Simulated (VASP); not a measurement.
The system is Cs2AgBiBr6.

```xyz
10
Lattice="0.0000 5.6161 5.6161 5.6161 0.0000 5.6161 5.6161 5.6161 0.0000" Properties=species:S:1:pos:R:3 pbc="T T T"
Cs    2.8081    2.8081    2.8081
Cs    8.4242    8.4242    8.4242
Ag    5.6161    5.6161    5.6161
Bi    0.0000    0.0000    0.0000
Br    5.6161    2.8142    5.6161
Br    8.4180    5.6161    5.6161
Br    5.6161    8.4180    5.6161
Br    2.8142    5.6161    5.6161
Br    5.6161    5.6161    2.8142
Br    5.6161    5.6161    8.4180
```

- Program: VASP 6.6.1
- Task: relaxation of cell and atoms
- Functional: PBE
- Dispersion: D3(BJ)
- Potentials or basis: VASP PAW PBE potentials, release 64 (Cs_sv, Ag, Bi_d, Br)
- Cutoff: 600 eV
- k mesh: 4 × 4 × 4
- Occupations: gaussian, width 0.03 eV
- Spin: no spin polarisation

At the start: pressure 0.8 GPa; volume 35.43 Å³/atom.

Question: Where does the relaxation end?

Answer: Over 5 steps the energy falls by 3.8 meV/atom and the volume is 36.12 Å³/atom (+2.0 %); space group Fm-3m (No. 225, to 0.05 Å).

The path:
| step | energy change (eV) | largest force (eV/Å) | pressure (GPa) | volume (Å³) |
| --- | --- | --- | --- | --- |
| 1 | 0.0000 | 0.2973 | 0.76 | 354.27 |
| 2 | -0.0351 | 0.0825 | -0.05 | 362.99 |
| 3 | -0.0353 | 0.0683 | -0.10 | 363.61 |
| 4 | -0.0370 | 0.0436 | -0.06 | 362.63 |
| 5 | -0.0381 | 0.0064 | 0.01 | 361.20 |

Final structure:
```
Cs Ag Bi Br
1.0
     0.00000    5.65247    5.65247
     5.65247    0.00000    5.65247
     5.65247    5.65247    0.00000
Cs Ag Bi Br
2 1 1 6
Direct
  0.25000 0.25000 0.25000
  0.75000 0.75000 0.75000
  0.50000 0.50000 0.50000
  0.00000 0.00000 0.00000
  0.25273 0.74727 0.25273
  0.25273 0.74727 0.74727
  0.74727 0.25273 0.74727
  0.74727 0.25273 0.25273
  0.25273 0.25273 0.74727
  0.74727 0.74727 0.25273
```
